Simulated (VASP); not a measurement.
All values below come from PBEsol GGA, VASP's PBE PAW potentials (set 64) (plane waves; VASP 6.6.1).

A VASP calculation is set up with these files.

**POSCAR**
```
La2O3
1
    1.9519866378    -3.3809399439    -0.0000000000
    1.9519866378     3.3809399439    -0.0000000000
   -0.0000000000    -0.0000000000     6.0404090944
La O
2 3
Direct
  0.3333330000   0.6666670000   0.2454606569
  0.6666670000   0.3333330000   0.7545393431
  1.0000000000   0.0000000000   0.0000000000
  0.3333330000   0.6666670000   0.6457165974
  0.6666670000   0.3333330000   0.3542834026
```

INCAR:
```
! general
SYSTEM  = La2O3
PREC    = Accurate
ENCUT   = 520
LREAL   = .FALSE.
LASPH   = .TRUE.
ICHARG  = 11

! electronic loop
EDIFF   = 1E-7
NELM    = 100
ALGO    = Normal
LMAXMIX = 6

! smearing
ISMEAR  = 0
SIGMA   = 0.05

! functional
GGA     = PS

! output
LWAVE   = .FALSE.
LCHARG  = .FALSE.
LORBIT  = 11
```

KPOINTS:
```
k-points along high-symmetry lines
10
Line-mode
Reciprocal
  0.000000   0.000000   0.000000 ! GAMMA
  0.500000   0.000000   0.000000 ! M

  0.500000   0.000000   0.000000 ! M
  0.333333   0.333333   0.000000 ! K

  0.333333   0.333333   0.000000 ! K
  0.000000   0.000000   0.000000 ! GAMMA

  0.000000   0.000000   0.000000 ! GAMMA
  0.000000   0.000000   0.500000 ! A

  0.000000   0.000000   0.500000 ! A
  0.500000   0.000000   0.500000 ! L

  0.500000   0.000000   0.500000 ! L
  0.333333   0.333333   0.500000 ! H

  0.333333   0.333333   0.500000 ! H
  0.000000   0.000000   0.500000 ! A

  0.500000   0.000000   0.500000 ! L
  0.500000   0.000000   0.000000 ! M

  0.333333   0.333333   0.500000 ! H
  0.333333   0.333333   0.000000 ! K
```

POTCAR, in this order: La O (PBE.64 set). Program: vasp_std. Read from the step before: CHGCAR.

The run wrote:

File OUTCAR:
```
 ion  position               nearest neighbor table
   1  0.333  0.667  0.245-   5 2.35   5 2.35   5 2.35   4 2.42   3 2.70   3 2.70   3 2.70
   2  0.667  0.333  0.755-   4 2.35   4 2.35   4 2.35   5 2.42   3 2.70   3 2.70   3 2.70
   3  0.000  0.000  0.000-   1 2.70   2 2.70   2 2.70   1 2.70   2 2.70   1 2.70
   4  0.333  0.667  0.646-   2 2.35   2 2.35   2 2.35   1 2.42
   5  0.667  0.333  0.354-   1 2.35   1 2.35   1 2.35   2 2.42
  LATTYP: Found a hexagonal cell.
 ALAT       =     3.9039731990
 C/A-ratio  =     1.5472465579
 Subroutine PRICEL returns:
 Original cell was already a primitive cell.
 Subroutine GETGRP returns: Found 12 space group operations
The static configuration has the point symmetry D_3d.
The dynamic configuration has the point symmetry D_3d.
 Subroutine INISYM returns: Found 12 space group operations
   k-points           NKPTS =     90   k-points in BZ     NKDIM =     90   number of bands    NBANDS=     24
   number of dos      NEDOS =    301   number of ions     NIONS =      5
   total plane-waves  NPLWV =  43200
   dimension x,y,z NGX =    30 NGY =   30 NGZ =   48
   dimension x,y,z NGXF=    60 NGYF=   60 NGZF=   96
   ions per type =               2   3
   PREC   = accura    normal or accurate (medium, high low for compatibility)
   ISTART =      0    job   : 0-new  1-cont  2-samecut
   ICHARG =     11    charge: 1-file 2-atom 10-const
   ISPIN  =      1    spin polarized calculation?
...
```

File OSZICAR:
```
       N       E                     dE             d eps       ncg     rms          rms(c)
DAV:   1     0.438834342770E+03    0.43883E+03   -0.15838E+04  4352   0.259E+03
DAV:   2     0.665843184005E+02   -0.37225E+03   -0.36679E+03  6416   0.405E+02
DAV:   3    -0.280854518140E+02   -0.94670E+02   -0.93578E+02  8264   0.211E+02
DAV:   4    -0.428943444254E+02   -0.14809E+02   -0.14798E+02  8032   0.801E+01
DAV:   5    -0.436673662648E+02   -0.77302E+00   -0.77265E+00  7880   0.197E+01
DAV:   6    -0.437290461877E+02   -0.61680E-01   -0.61677E-01  7944   0.529E+00
DAV:   7    -0.437331911195E+02   -0.41449E-02   -0.41449E-02  8048   0.149E+00
DAV:   8    -0.437335282880E+02   -0.33717E-03   -0.33716E-03  7912   0.419E-01
DAV:   9    -0.437335557131E+02   -0.27425E-04   -0.27425E-04  7984   0.115E-01
DAV:  10    -0.437335585055E+02   -0.27924E-05   -0.27924E-05  7936   0.336E-02
DAV:  11    -0.437335587404E+02   -0.23490E-06   -0.23492E-06  6696   0.986E-03
DAV:  12    -0.437335587612E+02   -0.20778E-07   -0.20774E-07  5008   0.328E-03
   1 F= -.43733559E+02 E0= -.43733559E+02  d E =-.177932E-15
```

OUTCAR:
```
 val. band max:        6.0850672064   @ k =   0.2593   0.2593   0.5000

 cond. band min:       9.8675150288   @ k =   0.3333   0.3333   0.0000



 k-point     1 :       0.0000    0.0000    0.0000
  band No.  band energies     occupation
      1     -23.6130      2.00000
      2     -23.3283      2.00000
      3     -10.9119      2.00000
      4      -9.5748      2.00000
      5      -9.1344      2.00000
      6      -7.0777      2.00000
      7      -7.0777      2.00000
      8      -6.8108      2.00000
      9      -6.8108      2.00000
     10      -6.6876      2.00000
     11      -5.9375      2.00000
     12       3.5697      2.00000
     13       3.5697      2.00000
     14       3.8029      2.00000
     15       3.8029      2.00000
     16       3.9402      2.00000
     17       4.3202      2.00000
     18       5.6472      2.00000
     19       5.6472      2.00000
     20       5.9280      2.00000
     21      10.3909      0.00000
     22      10.6641      0.00000
     23      10.6642      0.00000
     24      11.3321      0.00000

 k-point     2 :       0.0556    0.0000    0.0000
  band No.  band energies     occupation
      1     -23.6068      2.00000
      2     -23.3258      2.00000
      3     -10.9087      2.00000
      4      -9.6414      2.00000
      5      -9.1891      2.00000
      6      -7.0927      2.00000
      7      -7.0239      2.00000
      8      -6.8147      2.00000
      9      -6.7653      2.00000
     10      -6.6957      2.00000
     11      -5.9405      2.00000
     12       3.6054      2.00000
     13       3.6108      2.00000
     14       3.7145      2.00000
     15       3.8242      2.00000
     16       3.9528      2.00000
     17       4.4485      2.00000
     18       5.5977      2.00000
     19       5.6445      2.00000
     20       5.9121      2.00000
     21      10.4377      0.00000
     22      10.6708      0.00000
     23      10.6923      0.00000
     24      11.3358      0.00000

...
```

The density is held fixed in this step, so its total energy and stress have no physical meaning.

The compound is La2O3 in the a-type structure. It was relaxed first.
